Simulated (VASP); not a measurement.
# TiO2 (Rutile): GW quasiparticle gap, part 2 of 4

How does the gap of TiO2 (Rutile) change from the starting functional to GW? The cell is of the rutile type, one of the forms listed for this formula. The start is a cell from a database of measured crystal structures.

VASP 6.6.1, plane waves and PAW; the level of theory is named at each step.

Still holding for the runs below: This run has no spin polarisation, although Ti can carry a moment.

So far, gap on the k-mesh (eV): step 2 (empty bands) 1.88.

## (3) G0W0, ENCUTGW 70, bands in the sums 88

This step: G0W0 on PBE, no spin polarisation; plane waves and PAW (Ti_sv_GW, O_GW) (VASP 6.6.1).

One pass of GW corrects the levels to first order, with G and W from the starting orbitals.

Contents of INCAR:

```
SYSTEM = TiO2
PREC = Accurate
ENCUT = 440
ISMEAR = 0
SIGMA = 0.01
LREAL = .FALSE.
GGA = PE
NBANDS = 88
LASPH = .TRUE.
ALGO = EVGW0
NELMGW = 1
ENCUTGW = 70
NOMEGA = 64
PRECFOCK = Fast
NBANDSGW = 32
LWAVE = .FALSE.
LCHARG = .FALSE.
```

Contents of POSCAR:

```
TiO2
1.0
    4.5922000000      0.0000000000      0.0000000000
    0.0000000000      4.5922000000      0.0000000000
    0.0000000000      0.0000000000      2.9574000000
Ti O
2 4
Direct
    0.5000000000      0.5000000000      0.5000000000
    0.0000000000      0.0000000000      0.0000000000
    0.8049600000      0.1950400000      0.5000000000
    0.6950400000      0.6950400000      0.0000000000
    0.1950400000      0.8049600000      0.5000000000
    0.3049600000      0.3049600000      0.0000000000
```

Contents of KPOINTS:

```
Automatic mesh
0
Gamma
4 4 4
0 0 0
```

PAW data sets: Ti_sv_GW and O_GW (PBE family, release 64).

Launch:

```console
$ mpirun -np 8 vasp_std
```

The program printed:

```text
[banner, memory and clock lines left out]
running    8 mpi-ranks, on    1 nodes
 distrk:  each k-point on    8 cores,    1 groups
 distr:  one band on    1 cores,    8 groups

 POSCAR found type information on POSCAR TiO
 POSCAR found :  2 types and       6 ions
 [... a notice as in an earlier step ...]

|                                                                             |
|           W    W    AA    RRRRR   N    N  II  N    N   GGGG   !!!           |
|           W    W   A  A   R    R  NN   N  II  NN   N  G    G  !!!           |
|           W    W  A    A  R    R  N N  N  II  N N  N  G       !!!           |
|           W WW W  AAAAAA  RRRRR   N  N N  II  N  N N  G  GGG   !            |
|           WW  WW  A    A  R   R   N   NN  II  N   NN  G    G                |
|           W    W  A    A  R    R  N    N  II  N    N   GGGG   !!!           |
|                                                                             |
|     The default for ENCUTGWSOFT is different in this version of VASP.       |
|     please manually set ENCUTGWSOFT =70 in the INCAR file.                  |
|                                                                             |

 LDA part: xc-table for (Slater+PW92), standard interpolation
 found WAVECAR, reading the header
 POSCAR, INCAR and KPOINTS ok, starting setup
 FFT: planning ... GRIDC
 FFT: planning ... GRID_SOFT
 FFT: planning ... GRID
 reading WAVECAR
 the WAVECAR file was read successfully
 initial charge from wavefunction
 available memory per node:     94.16 GB, setting MAXMEM to     96423

 The Fermi energy was updated, please check that it is located mid-gap
 values below the HOMO (VB) or above the LUMO (CB) will cause erroneous energies
 E-fermi :   5.7821

 calculate exact exchange contribution
 the WAVEDER file was read successfully
energies w=
    0.000    0.000    0.846    0.000    1.691    0.000    2.531    0.000
    3.366    0.000    4.194    0.000    5.013    0.000    5.823    0.000
    6.623    0.000    7.411    0.000    8.189    0.000    8.956    0.000
    9.712    0.000   10.458    0.000   11.194    0.000   11.922    0.000
   12.643    0.000   13.357    0.000   14.066    0.000   14.771    0.000
   15.474    0.000   16.175    0.000   16.878    0.000   17.582    0.000
   18.291    0.000   19.006    0.000   19.729    0.000   20.462    0.000
   21.208    0.000   21.968    0.000   22.746    0.000   23.545    0.000
   24.367    0.000   25.218    0.000   26.100    0.000   27.019    0.000
   27.977    0.000   28.984    0.000   30.044    0.000   31.166    0.000
   32.358    0.000   33.631    0.000   34.996    0.000   36.470    0.000
   38.068    0.000   39.811    0.000   41.726    0.000   43.843    0.000
   46.201    0.000   48.849    0.000   51.848    0.000   55.278    0.000
   59.244    0.000   63.888    0.000   69.403    0.000   76.061    0.000
   84.260    0.000   94.600    0.000  108.038    0.000  126.192    0.000
  152.032    0.000  191.675    0.000  260.045    0.000  405.646    0.000
 responsefunction array rank=      88
 LDA part: xc-table for (Slater+PW92), standard interpolation

 min. memory requirement per mpi rank    138.9 MB, per node   1111.2 MB

 allocating   8 responsefunctions rank=    88
 shmem allocating  64 responsefunctions rank=    88
 response function shared by NCSHMEM nodes    1
 Doing            8  frequencies on each core in blocks of           64
NQ=   1    0.0000    0.0000    0.0000,
|.........|.........|.........|.........|.........|.........|.........|.........
 performed        297000 updates of chi_q(r,r)
 total number of BLAS operations         12.70 Gflops
NQ=   2    0.2500    0.0000    0.0000,
|.........|.........|.........|.........|.........|.........|.........|.........
 performed        786000 updates of chi_q(r,r)
 total number of BLAS operations         37.76 Gflops
NQ=   3    0.5000    0.0000    0.0000,
|.........|.........|.........|.........|.........|.........|.........|.........
 performed       1151000 updates of chi_q(r,r)
 total number of BLAS operations         57.43 Gflops
NQ=   4    0.2500    0.2500    0.0000,
|.........|.........|.........|.........|.........|.........|.........|.........
 performed       1550000 updates of chi_q(r,r)
 total number of BLAS operations         75.88 Gflops
NQ=   5    0.5000    0.2500    0.0000,
|.........|.........|.........|.........|.........|.........|.........|.........
 performed       2039000 updates of chi_q(r,r)
 total number of BLAS operations        100.94 Gflops
NQ=   6    0.5000    0.5000    0.0000,
|.........|.........|.........|.........|.........|.........|.........|.........
 performed       2336000 updates of chi_q(r,r)
 total number of BLAS operations        116.20 Gflops
NQ=   7    0.0000    0.0000    0.2500,
|.........|.........|.........|.........|.........|.........|.........|.........
 performed       2712000 updates of chi_q(r,r)
 total number of BLAS operations        137.47 Gflops
NQ=   8    0.2500    0.0000    0.2500,
|.........|.........|.........|.........|.........|.........|.........|.........
 performed       3269000 updates of chi_q(r,r)
 total number of BLAS operations        167.44 Gflops
NQ=   9    0.5000    0.0000    0.2500,
|.........|.........|.........|.........|.........|.........|.........|.........
 performed       3758000 updates of chi_q(r,r)
 total number of BLAS operations        192.50 Gflops
NQ=  10    0.2500    0.2500    0.2500,
|.........|.........|.........|.........|.........|.........|.........|.........
 performed       4270000 updates of chi_q(r,r)
 total number of BLAS operations        222.09 Gflops
NQ=  11    0.5000    0.2500    0.2500,
|.........|.........|.........|.........|.........|.........|.........|.........
 performed       4827000 updates of chi_q(r,r)
 total number of BLAS operations        253.54 Gflops
NQ=  12    0.5000    0.5000    0.2500,
|.........|.........|.........|.........|.........|.........|.........|.........
 performed       5203000 updates of chi_q(r,r)
 total number of BLAS operations        270.95 Gflops
NQ=  13    0.0000    0.0000    0.5000,
|.........|.........|.........|.........|.........|.........|.........|.........
 performed       5500000 updates of chi_q(r,r)
 total number of BLAS operations        287.77 Gflops
NQ=  14    0.2500    0.0000    0.5000,
|.........|.........|.........|.........|.........|.........|.........|.........
 performed       5989000 updates of chi_q(r,r)
 total number of BLAS operations        318.09 Gflops
NQ=  15    0.5000    0.0000    0.5000,
|.........|.........|.........|.........|.........|.........|.........|.........
 performed       6354000 updates of chi_q(r,r)
 total number of BLAS operations        338.73 Gflops
NQ=  16    0.2500    0.2500    0.5000,
|.........|.........|.........|.........|.........|.........|.........|.........
 performed       6753000 updates of chi_q(r,r)
 total number of BLAS operations        362.36 Gflops
NQ=  17    0.5000    0.2500    0.5000,
|.........|.........|.........|.........|.........|.........|.........|.........
 performed       7242000 updates of chi_q(r,r)
 total number of BLAS operations        389.99 Gflops
NQ=  18    0.5000    0.5000    0.5000,
|.........|.........|.........|.........|.........|.........|.........|.........
 performed       7539000 updates of chi_q(r,r)
 total number of BLAS operations        408.45 Gflops
 resolving degeneracies of screened two electron integrals

 calculate QP shifts <psi_nk| G(iteration)W_0 |psi_nk>: iteration 1
 entering main loop
```

The job ended after 3.1 min (8 MPI ranks of Intel Xeon Platinum 8375C at 2.90GHz (Ice Lake), shared host; peak memory 1.5 GiB).

Parts of OUTCAR (step 3):

```text
 Found     18 irreducible k-points:

   k-points           NKPTS =     18   k-points in BZ     NKDIM =     64   number of bands    NBANDS=     88

   NELECT =      48.0000    total number of electrons

 E-fermi :   5.7821

 QP shifts <psi_nk| G(iteration)W_0 |psi_nk>: iteration 1
 for sc-GW calculations column KS-energies equals QP-energies in previous step
 and V_xc(KS)=  KS-energies - (<T + V_ion + V_H > + <T+V_H+V_ion>^1  + <V_x>^1)
 k-point   1 :       0.0000    0.0000    0.0000
  band No.  KS-energies  QP-energies   sigma(KS)   V_xc(KS)     V^pw_x(r,r')   Z            occupation Imag(sigma)
    ...
     21       4.1372       4.2110     -20.4223     -20.5236     -25.3393       0.7274       2.0000       0.2806
     22       4.3940       4.5601     -20.1651     -20.3937     -24.9803       0.7264       2.0000       0.2771
     23       4.3940       4.5601     -20.1651     -20.3937     -24.9803       0.7264       2.0000       0.2771
     24       4.8420       4.9986     -19.9379     -20.1569     -24.8998       0.7153       2.0000       0.2926
     25       6.7222       8.6275     -16.9432     -19.5936     -11.2112       0.7189       0.0000      -0.3137
     26       7.0306       8.8119     -16.7962     -19.2732     -11.2766       0.7191       0.0000      -0.3113
     27       7.2580       9.1158     -17.2699     -19.9102     -11.3917       0.7036       0.0000      -0.3408
     28       7.3492       9.2838     -17.4968     -20.2413     -11.4264       0.7049       0.0000      -0.3486
    ...

 k-point   2 :       0.2500    0.0000    0.0000
  band No.  KS-energies  QP-energies   sigma(KS)   V_xc(KS)     V^pw_x(r,r')   Z            occupation Imag(sigma)
    ...
     21       3.4081       3.4987     -19.2059     -19.3321     -23.8703       0.7173       2.0000       0.3176
     22       3.7779       3.8625     -20.0438     -20.1603     -24.7771       0.7256       2.0000       0.2859
     23       4.0197       4.1511     -19.6136     -19.7972     -24.4398       0.7156       2.0000       0.3051
     24       4.6079       4.7202     -19.7385     -19.8955     -24.7638       0.7149       2.0000       0.3031
     25       7.0209       8.8790     -17.1717     -19.7785     -11.5421       0.7128       0.0000      -0.3239
     26       7.3540       9.1084     -17.0569     -19.5362     -11.4749       0.7076       0.0000      -0.3382
     27       7.5749       9.4880     -17.7212     -20.4561     -11.6418       0.6995       0.0000      -0.3648
     28       7.6446       9.5406     -17.8642     -20.5819     -11.8802       0.6976       0.0000      -0.3657
    ...

 k-point   3 :       0.5000    0.0000    0.0000
  band No.  KS-energies  QP-energies   sigma(KS)   V_xc(KS)     V^pw_x(r,r')   Z            occupation Imag(sigma)
    ...
     21       3.1989       3.2292     -19.6278     -19.6700     -24.4328       0.7183       2.0000       0.3148
     22       3.1989       3.2292     -19.6278     -19.6700     -24.4328       0.7183       2.0000       0.3148
     23       4.0943       4.1447     -19.3407     -19.4116     -24.4106       0.7100       2.0000       0.3264
     24       4.0943       4.1447     -19.3407     -19.4116     -24.4106       0.7100       2.0000       0.3264
     25       7.3985       9.2095     -17.2849     -19.8550     -11.5769       0.7046       0.0000      -0.3499
     26       7.3985       9.2095     -17.2849     -19.8550     -11.5769       0.7046       0.0000      -0.3499
     27       7.8704       9.7561     -18.0557     -20.7822     -11.9584       0.6916       0.0000      -0.3911
     28       7.8704       9.7561     -18.0557     -20.7822     -11.9584       0.6916       0.0000      -0.3911
    ...

[... 8 parts as in an earlier step ...]

[... 5 further parts left out ...]
```

This step gave:

```yaml
quasiparticle_gap_on_the_mesh: 3.549 eV
smallest_direct_quasiparticle_gap_on_the_mesh: 3.629 eV
gap_of_the_starting_orbitals_on_the_mesh: 1.880 eV
```

GW takes the gap from 1.880 to 3.549 eV. The value holds for 88 bands, ENCUTGW = 70 eV and this mesh, and isn't shown to be converged in them.

## (4) Empty bands

This step: PBE, no spin polarisation; plane waves and PAW (Ti_sv_GW, O_GW) (VASP 6.6.1).

The empty bands are made again, for the run that follows.

Contents of INCAR:

```
SYSTEM = TiO2
PREC = Accurate
ENCUT = 440
ISMEAR = 0
SIGMA = 0.01
LREAL = .FALSE.
GGA = PE
NBANDS = 112
LASPH = .TRUE.
ALGO = Exact
NELM = 1
LWAVE = .TRUE.
LCHARG = .FALSE.
LOPTICS = .TRUE.
NEDOS = 1000
CSHIFT = 0.1
```

POSCAR is that of step 3.

KPOINTS is that of step 3.

Launch:

```console
$ mpirun -np 8 vasp_std
```

The program printed:

```text
[banner, memory and clock lines left out]
running    8 mpi-ranks, on    1 nodes
[...]
[... a notice as in an earlier step ...]

 LDA part: xc-table for (Slater+PW92), standard interpolation
 found WAVECAR, reading the header
  number of bands has changed, file:    30 present:   112
  trying to continue reading WAVECAR, but it might fail
 POSCAR, INCAR and KPOINTS ok, starting setup
[...]
reading WAVECAR
 random initialization beyond band           30
 the WAVECAR file was read successfully
 initial charge from wavefunction
 entering main loop
       N       E                     dE             d eps       ncg     rms          rms(c)
[... 1 cycle as in an earlier step ...]
   1 F= -.58207583E+02 E0= -.58207583E+02  d E =-.278086E-16
 writing wavefunctions
 optical routines
 imaginary and real dielectric function
 recalculating local potential from charge density
 direction            1
 direction            2
 direction            3
```

Wall time 25 s (8 MPI ranks); peak memory 1.9 GiB; 3.2 min of CPU time.

OUTCAR, selected parts (step 4):

```text
  Total        0.5018788      0.5018788      0.3815841      0.0000000      0.0000000      0.0000000
  in kB       12.8931125     12.8931125      9.8027798      0.0000000      0.0000000      0.0000000
  external PRESSURE =      11.8630016 kB  Pullay stress =       0.0000000 kB

 POSITION                                       TOTAL-FORCE (eV/Angst)
 -----------------------------------------------------------------------------------
      2.29610      2.29610      1.47870         0.000000     -0.000000     -0.000000
      0.00000      0.00000      0.00000         0.000000     -0.000000     -0.000000
      3.69654      0.89566      1.47870        -0.071695      0.071695     -0.000000
      3.19176      3.19176      0.00000         0.071695      0.071695     -0.000000
      0.89566      3.69654      1.47870         0.071695     -0.071695      0.000000
      1.40044      1.40044      0.00000        -0.071695     -0.071695      0.000000
 -----------------------------------------------------------------------------------
    total drift:                                0.000000     -0.000000     -0.000000

[... 3 parts as in an earlier step ...]

[... 2 further parts left out ...]
[key lines of the parts left out:]
E-fermi :   4.8957
```

WAVECAR now holds 112 bands for 48 electrons.

## (5) G0W0, ENCUTGW 85, bands in the sums 112

This step: G0W0 on PBE, no spin polarisation; plane waves and PAW (Ti_sv_GW, O_GW) (VASP 6.6.1).

ENCUTGW rises to 85 eV and the bands with it, to about the number of plane waves under that cutoff.

Contents of INCAR:

```
SYSTEM = TiO2
PREC = Accurate
ENCUT = 440
ISMEAR = 0
SIGMA = 0.01
LREAL = .FALSE.
GGA = PE
NBANDS = 112
LASPH = .TRUE.
ALGO = EVGW0
NELMGW = 1
ENCUTGW = 85
NOMEGA = 64
PRECFOCK = Fast
NBANDSGW = 32
LWAVE = .FALSE.
LCHARG = .FALSE.
```

POSCAR is that of step 4.

KPOINTS is that of step 4.

Launch:

```console
$ mpirun -np 8 vasp_std
```

The program printed:

```text
[banner, memory and clock lines left out]
running    8 mpi-ranks, on    1 nodes
[...]
[... a notice as in an earlier step ...]

|                                                                             |
|           W    W    AA    RRRRR   N    N  II  N    N   GGGG   !!!           |
|           W    W   A  A   R    R  NN   N  II  NN   N  G    G  !!!           |
|           W    W  A    A  R    R  N N  N  II  N N  N  G       !!!           |
|           W WW W  AAAAAA  RRRRR   N  N N  II  N  N N  G  GGG   !            |
|           WW  WW  A    A  R   R   N   NN  II  N   NN  G    G                |
|           W    W  A    A  R    R  N    N  II  N    N   GGGG   !!!           |
|                                                                             |
|     The default for ENCUTGWSOFT is different in this version of VASP.       |
|     please manually set ENCUTGWSOFT =85 in the INCAR file.                  |
|                                                                             |

[...]
total number of BLAS operations        712.45 Gflops
NQ=  14    0.2500    0.0000    0.5000,
|.........|.........|.........|.........|.........|.........|.........|.........
 performed       7909000 updates of chi_q(r,r)
 total number of BLAS operations        776.98 Gflops
NQ=  15    0.5000    0.0000    0.5000,
|.........|.........|.........|.........|.........|.........|.........|.........
 performed       8394000 updates of chi_q(r,r)
 total number of BLAS operations        832.89 Gflops
NQ=  16    0.2500    0.2500    0.5000,
|.........|.........|.........|.........|.........|.........|.........|.........
 performed       8922000 updates of chi_q(r,r)
 total number of BLAS operations        887.83 Gflops
NQ=  17    0.5000    0.2500    0.5000,
|.........|.........|.........|.........|.........|.........|.........|.........
 performed       9565000 updates of chi_q(r,r)
 total number of BLAS operations        952.36 Gflops
NQ=  18    0.5000    0.5000    0.5000,
|.........|.........|.........|.........|.........|.........|.........|.........
 performed       9964000 updates of chi_q(r,r)
 total number of BLAS operations        981.81 Gflops
 resolving degeneracies of screened two electron integrals

 calculate QP shifts <psi_nk| G(iteration)W_0 |psi_nk>: iteration 1
 entering main loop
[key lines of the parts left out:]
E-fermi :   5.7821
```

Run time: 3.9 min. Hardware: 8 MPI ranks; peak memory 1.6 GiB.

OUTCAR, selected parts (step 5):

```text
 QP shifts <psi_nk| G(iteration)W_0 |psi_nk>: iteration 1
 for sc-GW calculations column KS-energies equals QP-energies in previous step
 and V_xc(KS)=  KS-energies - (<T + V_ion + V_H > + <T+V_H+V_ion>^1  + <V_x>^1)
 k-point   1 :       0.0000    0.0000    0.0000
  band No.  KS-energies  QP-energies   sigma(KS)   V_xc(KS)     V^pw_x(r,r')   Z            occupation Imag(sigma)
    ...
     21       4.1372       4.1533     -20.5014     -20.5236     -25.3393       0.7259       2.0000       0.2756
     22       4.3940       4.4996     -20.2478     -20.3937     -24.9803       0.7242       2.0000       0.2737
     23       4.3940       4.4996     -20.2478     -20.3937     -24.9803       0.7242       2.0000       0.2737
     24       4.8420       4.9409     -20.0182     -20.1569     -24.8998       0.7128       2.0000       0.2897
     25       6.7222       8.4602     -17.1710     -19.5936     -11.2112       0.7174       0.0000      -0.3149
     26       7.0306       8.6672     -16.9933     -19.2732     -11.2766       0.7178       0.0000      -0.3127
     27       7.2580       8.9553     -17.4876     -19.9102     -11.3917       0.7006       0.0000      -0.3425
     28       7.3492       9.1140     -17.7301     -20.2413     -11.4264       0.7027       0.0000      -0.3491
    ...

[... 1 part as in an earlier step ...]

[... 2 further parts left out ...]
[key lines of the parts left out:]
E-fermi :   5.7821
```

The gap is now 3.449 eV, -100 meV against the GW run before.

(Continued in part 3 of 4.)

[Lines on the potential files, build, host, timing and source positions are cut from VASP's logs without a mark.]

[Logs are printed without paths, hosts, clocks, repeated set-up lines and the standing remarks that a program may print on its own settings, such as how far it seeks lower states.]

[Hosts, paths, dates, database ids (printed as entryN), source tags and the programs' standing remarks are cut or masked in the printed files.]

[Pressures printed for these runs are not shown converged in the cutoff: they can be off by several GPa and have the wrong sign.]
